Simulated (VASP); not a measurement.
Given:

```
SrTe
1.0
    0.00000     3.15846     3.15846
    3.15846     0.00000     3.15846
    3.15846     3.15846     0.00000
Sr Te
1 1
Cartesian
  0.00000   0.00000   0.00000
  3.15846   3.15846   3.15846
```

All values below come from LDA (Ceperley-Alder, Perdew-Zunger), VASP's LDA PAW potentials (set 64) (plane waves; VASP). Numerical set-up: 500 eV cut-off, 7×7×7 Γ-centred mesh, Gaussian smearing of 0.050 eV, potentials Sr_sv Te.

Energy and stress use the plane-wave basis of the starting cell.

**Question.** The ions, cell shape and volume at an external pressure of 10.0 GPa are relaxed. Predict the relaxed structure.

**Answer.** 
```
SrTe
1.0
    0.00000     3.08286     3.08286
    3.08286     0.00000     3.08286
    3.08286     3.08286     0.00000
Sr Te
1 1
Direct
  0.00000   0.00000   0.00000
  0.50000   0.50000   0.50000
```
Space group Fm-3m (225), at a tolerance of 0.03 Å.

**Question.** How do energy and volume change from the first to the last step?

**Answer.** The energy (σ→0) changes by +100.8 meV/atom and the volume by -7.0 %, in 3 ionic steps.

The compound is SrTe in the rock salt structure. This run relaxes it under an external pressure of 10 GPa. Symmetry was kept, so distortions that lower it aren't found.
